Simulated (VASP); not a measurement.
# Quasiparticle energies of NaCl in VASP, part 5 of 6

Aim: the quasiparticle gap of NaCl, and what it costs to get it. The cell is of the rock-salt type, one of the forms listed for this formula, which need not be the common one. The start is a cell from a database of measured crystal structures.

VASP 6.6.1, plane waves and PAW; the level of theory is named at each step.

So far, quasiparticle gap on the mesh (eV): step 4 (evGW0, evGW0 on PBE) 8.63; step 5 (QPGW0, QPGW0 on PBE) 8.77. Also gap on the k-mesh (eV): step 3 (empty bands, functional PBE) 5.16.

The database entry behind the starting cell differs from later determinations by our own check (an axis about 0.4 % short against later determinations), so it need not match the best structure at ambient conditions.

### Step 6. Orbitals for another starting point

This step: PBE; plane waves and PAW (Na_sv_GW, Cl_GW) (VASP 6.6.1).

A hybrid converges faster from good orbitals, so a cheap PBE run writes WAVECAR first.

Input file INCAR:

```
SYSTEM = NaCl
PREC = Accurate
ENCUT = 400
EDIFF = 1E-05
NELM = 100
ISMEAR = 0
SIGMA = 0.01
LREAL = .FALSE.
ALGO = Normal
GGA = PE
NBANDS = 14
LORBIT = 11
LWAVE = .TRUE.
LCHARG = .FALSE.
KPAR = 8
```

Input file POSCAR:

```
NaCl
1.0
    0.0000000000      2.8100000000      2.8100000000
    2.8100000000      0.0000000000      2.8100000000
    2.8100000000      2.8100000000      0.0000000000
Na Cl
1 1
Direct
    0.0000000000      0.0000000000      0.0000000000
    0.5000000000      0.5000000000      0.5000000000
```

Input file KPOINTS:

```
Automatic mesh
0
Gamma
6 6 6
0 0 0
```

PAW data sets: Na_sv_GW and Cl_GW (PBE family, release 64).

On the command line:

```console
$ mpirun -np 8 vasp_std
```

The program printed:

```text
[banner, memory and clock lines left out]
running    8 mpi-ranks, on    1 nodes
 distrk:  each k-point on    1 cores,    8 groups
 distr:  one band on    1 cores,    1 groups

 POSCAR found type information on POSCAR NaCl
 POSCAR found :  2 types and       2 ions
 [... a notice as in an earlier step ...]

 LDA part: xc-table for (Slater+PW92), standard interpolation
 POSCAR, INCAR and KPOINTS ok, starting setup
 FFT: planning ... GRIDC
 FFT: planning ... GRID_SOFT
 FFT: planning ... GRID
 WAVECAR not read
 entering main loop
       N       E                     dE             d eps       ncg     rms          rms(c)
[... 10 cycles as in an earlier step ...]
DAV:  11    -0.885025544357E+01   -0.13048E-05   -0.22925E-06   416   0.130E-02
   1 F= -.88502554E+01 E0= -.88502554E+01  d E =-.331574E-74
 writing wavefunctions
```

Wall time 5.6 s (8 MPI ranks of Intel Xeon Platinum 8259CL at 2.50GHz (Skylake/Cascade Lake), shared host); peak memory 1.2 GiB; 28 s of CPU time.

OUTCAR, selected parts (step 6):

```text
   NELECT =      16.0000    total number of electrons

 E-fermi :  -0.7483

 k-point     1 :       0.0000    0.0000    0.0000
  band No.  band energies     occupation
    ...
      4     -21.6726      2.00000
      5     -13.5587      2.00000
      6      -0.8756      2.00000
      7      -0.8756      2.00000
      8      -0.8756      2.00000
      9       4.2799      0.00000
     10      10.1739      0.00000
     11      10.1739      0.00000
     12      10.1739      0.00000
     13      12.2606      0.00000
    ...

  Total        0.0233685      0.0233685      0.0233685     -0.0000000      0.0000000      0.0000000
  in kB        0.8437072      0.8437072      0.8437072     -0.0000000      0.0000000      0.0000000
  external PRESSURE =       0.8437072 kB  Pullay stress =       0.0000000 kB

 POSITION                                       TOTAL-FORCE (eV/Angst)
 -----------------------------------------------------------------------------------
      0.00000      0.00000      0.00000        -0.000000     -0.000000      0.000000
      2.81000      2.81000      2.81000         0.000000      0.000000     -0.000000
 -----------------------------------------------------------------------------------
    total drift:                                0.000000      0.000000      0.000000

  FREE ENERGIE OF THE ION-ELECTRON SYSTEM (eV)
  ---------------------------------------------------
  free  energy   TOTEN  =        -8.8502554436 eV

  energy  without entropy=       -8.8502554436  energy(sigma->0) =       -8.85025544

[... 9 parts as in an earlier step ...]

[... 8 further parts left out ...]
```

Numbers from this step:

| Property | Result |
| --- | --- |
| Fermi energy | -0.7483 eV |
| pressure | 0.08437 GPa |
| gap on the k-mesh | 5.155 eV |
| least direct gap on the k-mesh | 5.155 eV |

The run ends at a pressure of 0.08 GPa.

### Step 7. Another starting point

This step: HSE06; plane waves and PAW (Na_sv_GW, Cl_GW) (VASP 6.6.1).

To see how much the result owes to its start, the ground state is made again with HSE06. EDIFF is tight for accurate orbitals, and a narrow smearing avoids fractional occupations.

Input file INCAR:

```
SYSTEM = NaCl
PREC = Accurate
ENCUT = 400
EDIFF = 1E-08
NELM = 100
ISMEAR = 0
SIGMA = 0.01
LREAL = .FALSE.
ALGO = Normal
LHFCALC = .TRUE.
AEXX = 0.25
GGA = PE
HFSCREEN = 0.2
LASPH = .TRUE.
NBANDS = 14
PRECFOCK = Fast
LORBIT = 11
LWAVE = .TRUE.
LCHARG = .FALSE.
KPAR = 8
```

POSCAR is that of step 6.

KPOINTS is that of step 6.

The run starts from files that an earlier step left in the folder.

On the command line:

```console
$ mpirun -np 8 vasp_std
```

The program printed:

```text
[banner, memory and clock lines left out]
running    8 mpi-ranks, on    1 nodes
 distrk:  each k-point on    1 cores,    8 groups
 distr:  one band on    1 cores,    1 groups

 POSCAR found type information on POSCAR NaCl
 POSCAR found :  2 types and       2 ions
 [... a notice as in an earlier step ...]

 LDA part: xc-table for (Slater+PW92), standard interpolation
 found WAVECAR, reading the header
 POSCAR, INCAR and KPOINTS ok, starting setup
 FFT: planning ... GRIDC
 FFT: planning ... GRID_SOFT
 FFT: planning ... GRID
 reading WAVECAR
 the WAVECAR file was read successfully
 initial charge from wavefunction
 entering main loop
       N       E                     dE             d eps       ncg     rms          rms(c)
DAV:   1    -0.993378481533E+01   -0.99338E+01   -0.12993E-01   496   0.376E+00    0.277E-01
DAV:   2    -0.993411460412E+01   -0.32979E-03   -0.44180E-03   624   0.108E+00    0.163E-01
DAV:   3    -0.993381469986E+01    0.29990E-03   -0.68401E-04   604   0.469E-01    0.874E-02
DAV:   4    -0.993376467270E+01    0.50027E-04   -0.69162E-05   592   0.137E-01    0.506E-02
DAV:   5    -0.993374977790E+01    0.14895E-04   -0.88801E-06   550   0.376E-02    0.303E-02
DAV:   6    -0.993374494154E+01    0.48364E-05   -0.26214E-06   550   0.147E-02    0.183E-02
DAV:   7    -0.993374335785E+01    0.15837E-05   -0.10412E-06   544   0.854E-03    0.111E-02
DAV:   8    -0.993374297904E+01    0.37881E-06   -0.45792E-07   524   0.568E-03    0.673E-03
DAV:   9    -0.993374282662E+01    0.15242E-06   -0.20331E-07   514   0.430E-03    0.411E-03
DAV:  10    -0.993374275285E+01    0.73771E-07   -0.89054E-08   514   0.305E-03    0.253E-03
DAV:  11    -0.993374269848E+01    0.54374E-07   -0.38496E-08   514   0.160E-03    0.158E-03
DAV:  12    -0.993374267141E+01    0.27068E-07   -0.17143E-08   476   0.104E-03    0.986E-04
DAV:  13    -0.993374265026E+01    0.21150E-07   -0.71141E-09   410   0.687E-04    0.623E-04
DAV:  14    -0.993374263491E+01    0.15350E-07   -0.43776E-09   356   0.582E-04    0.396E-04
DAV:  15    -0.993374262382E+01    0.11092E-07   -0.18088E-09   314   0.418E-04    0.252E-04
DAV:  16    -0.993374261593E+01    0.78817E-08   -0.97066E-10   278   0.309E-04
   1 F= -.99337426E+01 E0= -.99337426E+01  d E =-.119976E-32
 writing wavefunctions
```

Wall time 3.6 min (8 MPI ranks); peak memory 2 GiB; 27 min of CPU time.

Parts of OUTCAR (step 7):

```text
   k-points           NKPTS =     16   k-points in BZ     NKDIM =    216   number of bands    NBANDS=     14

   NELECT =      16.0000    total number of electrons

  exchange ACFDT corr.  =         0.00000000  see jH, gK, PRB 81, 115126

 E-fermi :  -1.8026

 k-point     1 :       0.0000    0.0000    0.0000
  band No.  band energies     occupation
    ...
      4     -24.7275      2.00000
      5     -15.7617      2.00000
      6      -1.8840      2.00000
      7      -1.8840      2.00000
      8      -1.8840      2.00000
      9       4.6888      0.00000
     10      10.7137      0.00000
     11      10.7137      0.00000
     12      10.7137      0.00000
     13      12.9796      0.00000
    ...

 POSITION                                       TOTAL-FORCE (eV/Angst)
 -----------------------------------------------------------------------------------
      0.00000      0.00000      0.00000        -0.000000      0.000000     -0.000000
      2.81000      2.81000      2.81000         0.000000     -0.000000      0.000000
 -----------------------------------------------------------------------------------
    total drift:                               -0.000000     -0.000000     -0.000000

  FREE ENERGIE OF THE ION-ELECTRON SYSTEM (eV)
  ---------------------------------------------------
  free  energy   TOTEN  =        -9.9337426159 eV

  energy  without entropy=       -9.9337426159  energy(sigma->0) =       -9.93374262

[... 7 parts as in an earlier step ...]

[... 9 further parts left out ...]
```

The PAW data sets were made with PBE, which is usual practice but a small mismatch for other functionals.

This step gave:

```
free energy (TOTEN)            : -9.934 eV
Fermi energy                   : -1.803 eV
gap on the k-mesh              : 6.573 eV
least direct gap on the k-mesh : 6.573 eV
```

### Step 8. Empty bands, functional HSE06

ALGO = Exact makes the empty bands from the converged ground state in one step. LOPTICS writes the k-derivatives of the orbitals (WAVEDER), which give the long-wavelength limit of the screening.

Input file INCAR:

```
SYSTEM = NaCl
PREC = Accurate
ENCUT = 400
ISMEAR = 0
SIGMA = 0.01
LREAL = .FALSE.
LHFCALC = .TRUE.
AEXX = 0.25
GGA = PE
HFSCREEN = 0.2
LASPH = .TRUE.
NBANDS = 288
PRECFOCK = Fast
ALGO = Exact
NELM = 1
LWAVE = .TRUE.
LCHARG = .FALSE.
LOPTICS = .TRUE.
NEDOS = 1000
CSHIFT = 0.1
```

POSCAR is that of step 7.

KPOINTS is that of step 7.

The run starts from files that an earlier step left in the folder.

On the command line:

```console
$ mpirun -np 8 vasp_std
```

The program printed:

```text
[... set-up lines as in an earlier step ...]
 entering main loop
       N       E                     dE             d eps       ncg     rms          rms(c)
DIA:   1    -0.993374259944E+01   -0.99337E+01    0.00000E+00     0   0.000E+00
   1 F= -.99337426E+01 E0= -.99337426E+01  d E =-.937059E-22
 writing wavefunctions
 optical routines
 imaginary and real dielectric function
 recalculating local potential from charge density
 direction            1
 direction            2
 direction            3
```

Run time: 9.2 min. Hardware: 8 MPI ranks; peak memory 2.4 GiB.

OUTCAR, selected parts (step 8):

```text
 POSITION                                       TOTAL-FORCE (eV/Angst)
 -----------------------------------------------------------------------------------
      0.00000      0.00000      0.00000         0.000000      0.000000      0.000000
      2.81000      2.81000      2.81000        -0.000000     -0.000000     -0.000000
 -----------------------------------------------------------------------------------
    total drift:                                0.000001      0.000002      0.000002

  FREE ENERGIE OF THE ION-ELECTRON SYSTEM (eV)
  ---------------------------------------------------
  free  energy   TOTEN  =        -9.9337425994 eV

  energy  without entropy=       -9.9337425994  energy(sigma->0) =       -9.93374260

[... 2 parts as in an earlier step ...]

[... 1 further part left out ...]
[key lines of the parts left out:]
E-fermi :  -1.8198
```

(Continued in part 6 of 6.)

[Lines on the potential files, build, host, timing and source positions are cut from VASP's logs without a mark.]

[Logs are printed without paths, hosts, clocks, repeated set-up lines and the standing remarks that a program may print on its own settings, such as how far it seeks lower states.]

[Hosts, paths, dates, database ids (printed as entryN), source tags and the programs' standing remarks are cut or masked in the printed files.]

[Pressures printed for these runs are not shown converged in the cutoff: they can be off by several GPa and have the wrong sign.]

[In band tables of VASP the shares of atoms and orbitals are scaled to a sum of 1 inside the atoms' spheres.]
